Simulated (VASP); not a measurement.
# ReRuW: formation energy of a point defect, part 2 of 3

How easily does a point defect form in ReRuW? The host is relaxed first, then a supercell is run with and without the defect. The cell is invented: other elements were put on sites of a known structure type. It may not be a known or stable phase.

VASP 6.6.1, plane waves and PAW; the level of theory is named at each step.

So far. Step 2 (The host at zero pressure): The run ended after 13 ionic steps, 5.072 eV below its first step, once forces and stress met EDIFFG = -0.02.

### 3. The supercell without the defect

Level of this step: PBEsol; plane waves and PAW (Re, Ru, W); invented cell (VASP).

System of this step: ReRuW. Symmetry: P6_3/mmc, No. 194, hexagonal system. The conventional cell has a = 4.314 Å, b = 4.314 Å, c = 5.430 Å, α = 90.00°, β = 90.00°, γ = 120.00°. Re has 5 Ru at 2.49 to 2.72 Å and 6 W at 2.84 Å nearest. Ru has 5 Re at 2.49 to 2.72 Å and 6 W at 2.84 Å nearest. Nearest to W lie 2 W at 2.72 Å and 6 Re at 2.84 Å and 6 Ru at 2.84 Å. Farther neighbours are not listed.

The same cell, mesh and cutoff without the defect give the energy to subtract and, in a gapped host, the band edges to count from, so that most errors cancel.

File INCAR:

```
SYSTEM = ReRuW
PREC = Normal
ENCUT = 300
EDIFF = 1E-05
NELM = 120
ISMEAR = 1
SIGMA = 0.2
LREAL = Auto
ALGO = Fast
GGA = PS
NBANDS = 108
LORBIT = 11
LWAVE = .FALSE.
LCHARG = .FALSE.
KPAR = 4
```

File POSCAR:

```
ReRuW
1.0
   -6.4704130131      3.7356946983      5.4300283818
    6.4704130131     -3.7356946983      5.4300283818
    2.1568043377      3.7356946983     -5.4300283818
Re Ru W
8 8 8
Direct
    0.7083333350      0.5416666650      0.5000000000
    0.2083333350      0.0416666650      0.5000000000
    0.2083333350      0.5416666650      0.0000000000
    0.7083333350      0.0416666650      0.0000000000
    0.2916666650      0.4583333350      0.5000000000
    0.7916666650      0.9583333350      0.5000000000
    0.7916666650      0.4583333350      0.0000000000
    0.2916666650      0.9583333350      0.0000000000
    0.4583333350      0.2916666650      0.5000000000
    0.9583333350      0.7916666650      0.5000000000
    0.9583333350      0.2916666650      0.0000000000
    0.4583333350      0.7916666650      0.0000000000
    0.5416666650      0.7083333350      0.5000000000
    0.0416666650      0.2083333350      0.5000000000
    0.0416666650      0.7083333350      0.0000000000
    0.5416666650      0.2083333350      0.0000000000
    0.0000000000      0.0000000000      0.0000000000
    0.5000000000      0.5000000000      0.0000000000
    0.5000000000      0.0000000000      0.5000000000
    0.0000000000      0.5000000000      0.5000000000
    0.2500000000      0.2500000000      0.0000000000
    0.7500000000      0.7500000000      0.0000000000
    0.7500000000      0.2500000000      0.5000000000
    0.2500000000      0.7500000000      0.5000000000
```

File KPOINTS:

```
Automatic mesh
0
Gamma
8 8 8
0 0 0
```

Potentials, in the order of the species: Re, Ru and W (PBE family, release 64).

The run is started by

```bash
$ mpirun -np 4 vasp_std
```

The log of the run:

```text
[banner, memory and clock lines left out]
running    4 mpi-ranks, on    1 nodes
 distrk:  each k-point on    1 cores,    4 groups
 distr:  one band on    1 cores,    1 groups

 POSCAR found type information on POSCAR ReRuW
 POSCAR found :  3 types and      24 ions
 [... a notice as in an earlier step ...]

 LDA part: xc-table for (Slater+PW92), standard interpolation
 POSCAR, INCAR and KPOINTS ok, starting setup
 FFT: planning ... GRIDC
 FFT: planning ... GRID_SOFT
 FFT: planning ... GRID
 WAVECAR not read
 entering main loop
       N       E                     dE             d eps       ncg     rms          rms(c)
DAV:   1     0.916531814730E+03    0.91653E+03   -0.50465E+04 35420   0.129E+03
DAV:   2    -0.140241184648E+03   -0.10568E+04   -0.97391E+03 39612   0.856E+02
DAV:   3    -0.283157831915E+03   -0.14292E+03   -0.12858E+03 36560   0.262E+02
DAV:   4    -0.307734108738E+03   -0.24576E+02   -0.22799E+02 39804   0.914E+01
DAV:   5    -0.311408305667E+03   -0.36742E+01   -0.35137E+01 40152   0.216E+01    0.117E+02
RMM:   6    -0.298466540075E+03    0.12942E+02   -0.19684E+01 30917   0.255E+01    0.479E+01
RMM:   7    -0.295388297903E+03    0.30782E+01   -0.20785E+01 31811   0.209E+01    0.763E+00
RMM:   8    -0.294647497412E+03    0.74080E+00   -0.53315E+00 32942   0.105E+01    0.636E+00
RMM:   9    -0.294745726842E+03   -0.98229E-01   -0.18455E+00 35927   0.320E+00    0.188E+00
RMM:  10    -0.294763086314E+03   -0.17359E-01   -0.51402E-01 35241   0.245E+00    0.268E+00
RMM:  11    -0.294797394225E+03   -0.34308E-01   -0.37512E-01 37489   0.113E+00    0.587E-01
RMM:  12    -0.294809795767E+03   -0.12402E-01   -0.14093E-01 38131   0.794E-01    0.190E-01
RMM:  13    -0.294819762011E+03   -0.99662E-02   -0.10518E-01 38802   0.490E-01    0.127E-01
RMM:  14    -0.294824665254E+03   -0.49032E-02   -0.49283E-02 38978   0.348E-01    0.103E-01
RMM:  15    -0.294828240508E+03   -0.35753E-02   -0.35985E-02 39045   0.241E-01    0.406E-02
RMM:  16    -0.294830007127E+03   -0.17666E-02   -0.17750E-02 37729   0.176E-01    0.269E-02
RMM:  17    -0.294831411913E+03   -0.14048E-02   -0.14054E-02 33577   0.133E-01    0.304E-02
RMM:  18    -0.294832116304E+03   -0.70439E-03   -0.69815E-03 29956   0.119E-01    0.162E-02
RMM:  19    -0.294832685646E+03   -0.56934E-03   -0.56562E-03 27234   0.110E-01    0.139E-02
RMM:  20    -0.294832971218E+03   -0.28557E-03   -0.28382E-03 26223   0.114E-01    0.115E-02
RMM:  21    -0.294833205037E+03   -0.23382E-03   -0.23320E-03 25209   0.108E-01    0.158E-02
RMM:  22    -0.294833324973E+03   -0.11994E-03   -0.11860E-03 24339   0.111E-01    0.883E-03
RMM:  23    -0.294833422546E+03   -0.97573E-04   -0.97722E-04 23348   0.114E-01    0.108E-02
RMM:  24    -0.294833471923E+03   -0.49377E-04   -0.49792E-04 22493   0.120E-01    0.147E-02
RMM:  25    -0.294833513448E+03   -0.41525E-04   -0.41237E-04 21603   0.125E-01    0.170E-02
RMM:  26    -0.294833534965E+03   -0.21517E-04   -0.21271E-04 20801   0.134E-01    0.153E-02
RMM:  27    -0.294833552773E+03   -0.17808E-04   -0.17593E-04 20256   0.140E-01    0.136E-02
RMM:  28    -0.294833562027E+03   -0.92539E-05   -0.91953E-05 19750   0.144E-01
   1 F= -.29483356E+03 E0= -.29483383E+03  d E =0.815410E-03
```

The job ended after 23 min (4 MPI ranks of AMD EPYC 7R43, shared host; peak memory 3.6 GiB; 1.5 h of CPU time).

OUTCAR, selected parts (step 3):

```text
  LATTYP: Found a face centered orthorhombic cell.
 ALAT       =     8.6272173567
 B/A-ratio  =     1.2588133942
 C/A-ratio  =     1.7320508068

 Subroutine GETGRP returns: Found  8 space group operations
 (whereof  4 operations were pure point group operations)

The static configuration has the point symmetry C_2h.
 The point group associated with its full space group is D_2h.

 Found     95 irreducible k-points:

   k-points           NKPTS =     95   k-points in BZ     NKDIM =     95   number of bands    NBANDS=    108

   dimension x,y,z NGX =    40 NGY =   40 NGZ =   30
   dimension x,y,z NGXF=    80 NGYF=   80 NGZF=   60

   ENCUT  =  300.0 eV  22.05 Ry    4.70 a.u.  13.04 13.04  9.79*2*pi/ulx,y,z

   NELECT =     168.0000    total number of electrons

 E-fermi :   9.0854

 k-point     1 :       0.0000    0.0000    0.0000
  band No.  band energies     occupation
    ...
     82       8.8252      2.06930
     83       8.8252      2.06930
     84       8.8252      2.06931
     85       8.8252      2.06931
     86       8.8697      2.06294
     87       9.3236     -0.07056
     88       9.3238     -0.07057
     89       9.4522     -0.02631
     90       9.6225     -0.00097
     91      10.0565     -0.00000
    ...

 k-point     2 :       0.1250    0.0000    0.0000
  band No.  band energies     occupation
    ...
     81       8.8016      2.06213
     82       8.8130      2.06615
     83       8.8154      2.06687
     84       8.8970      2.03596
     85       8.9755      1.79198
     86       9.2364      0.04473
     87       9.3438     -0.06964
     88       9.4448     -0.02907
     89       9.4707     -0.02013
     90       9.4881     -0.01530
    ...

  Total       -0.0351935      0.1717755      0.2067290      0.1792404      0.0000000     -0.0000000
  in kB       -0.1611013      0.7863169      0.9463193      0.8204883      0.0000000     -0.0000000
  external PRESSURE =       0.5238450 kB  Pullay stress =       0.0000000 kB

  energy-cutoff  :      300.00
  volume of cell :      350.00
      direct lattice vectors                 reciprocal lattice vectors
    -6.470413013  3.735694698  5.430028382     0.000000000  0.133843914  0.092080550
     6.470413013 -3.735694698  5.430028382     0.115912230  0.066921957  0.092080550
     2.156804338  3.735694698 -5.430028382     0.115912230  0.200765871  0.000000000

 POSITION                                       TOTAL-FORCE (eV/Angst)
 -----------------------------------------------------------------------------------
     -0.00000      2.49046      4.07252         0.010897     -0.006292     -0.000000
     -0.00000      2.49046     -1.35751         0.010897     -0.006292     -0.000000
      2.15680     -1.24523      4.07252         0.010897     -0.006292     -0.000000
     -4.31361      2.49046      4.07252         0.010897     -0.006292      0.000000
      2.15680      1.24523      1.35751        -0.010897      0.006292      0.000000
      2.15680      1.24523      6.78754        -0.010897      0.006292      0.000000
     -2.15680      1.24523      6.78754        -0.010897      0.006292     -0.000000
      4.31361     -2.49046      6.78754        -0.010897      0.006292      0.000000
     -0.00000      2.49046      1.35751        -0.014574      0.008414     -0.000000
     -0.00000      2.49046      6.78754        -0.014574      0.008414     -0.000000
     -4.31361      2.49046      6.78754        -0.014574      0.008414      0.000000
      2.15680     -1.24523      6.78754        -0.014574      0.008414      0.000000
      2.15680      1.24523      4.07252         0.014574     -0.008414      0.000000
      2.15680      1.24523     -1.35751         0.014574     -0.008414      0.000000
      4.31361     -2.49046      4.07252         0.014574     -0.008414     -0.000000
     -2.15680      1.24523      4.07252         0.014574     -0.008414      0.000000
      0.00000      0.00000      0.00000        -0.000000      0.000000     -0.000000
      0.00000      0.00000      5.43003        -0.000000      0.000000     -0.000000
     -2.15680      3.73569      0.00000        -0.000000      0.000000     -0.000000
      4.31361      0.00000      0.00000        -0.000000      0.000000     -0.000000
      0.00000      0.00000      2.71501        -0.000000      0.000000     -0.000000
      0.00000      0.00000      8.14504        -0.000000      0.000000     -0.000000
     -2.15680      3.73569      2.71501        -0.000000      0.000000     -0.000000
      4.31361     -0.00000      2.71501        -0.000000      0.000000     -0.000000
 -----------------------------------------------------------------------------------
    total drift:                               -0.000000     -0.000000      0.000000

  FREE ENERGIE OF THE ION-ELECTRON SYSTEM (eV)
  ---------------------------------------------------
  free  energy   TOTEN  =      -294.8335620267 eV

  energy  without entropy=     -294.8343774364  energy(sigma->0) =     -294.83383383

 total charge
# of ion       s       p       d       tot
------------------------------------------
    1        0.652   0.631   4.897   6.180
    2        0.652   0.631   4.897   6.180
    3        0.652   0.631   4.897   6.180
    4        0.652   0.631   4.897   6.180
    5        0.652   0.631   4.897   6.180
    6        0.652   0.631   4.897   6.180
    7        0.652   0.631   4.897   6.180
    8        0.652   0.631   4.897   6.180
    9        0.688   0.895   6.759   8.342
   10        0.688   0.895   6.759   8.342
   11        0.688   0.895   6.759   8.342
   12        0.688   0.895   6.759   8.342
   13        0.688   0.895   6.759   8.342
   14        0.688   0.895   6.759   8.342
   15        0.688   0.895   6.759   8.342
   16        0.688   0.895   6.759   8.342
   17        0.652   0.677   4.267   5.595
   18        0.652   0.677   4.267   5.595
   19        0.652   0.677   4.267   5.595
   20        0.652   0.677   4.267   5.595
   21        0.652   0.677   4.267   5.595
   22        0.652   0.677   4.267   5.595
   23        0.652   0.677   4.267   5.595
   24        0.652   0.677   4.267   5.595
--------------------------------------------------
tot         15.934  17.626 127.382 160.942

[... 7 further parts left out ...]
```

Numbers from this step:

```
electronic cycles       : 28
electrons               : 168
free energy (TOTEN)     : -294.8336 eV
energy at zero smearing : -294.8338 eV
Fermi energy            : 9.085 eV
```

The host is treated as a metal, as its relaxation found a gap under 0.3 eV or none, and only the neutral defect is run.

(Continued in part 3 of 3.)

[Lines on the potential files, build, host, timing and source positions are cut from VASP's logs without a mark.]

[Logs are printed without paths, hosts, clocks, repeated set-up lines and the standing remarks that a program may print on its own settings, such as how far it seeks lower states.]

[Hosts, paths, dates, database ids (printed as entryN), source tags and the programs' standing remarks are cut or masked in the printed files.]

[In band tables of VASP the shares of atoms and orbitals are scaled to a sum of 1 inside the atoms' spheres.]

[Runs that stopped without an error message from VASP are left out.]
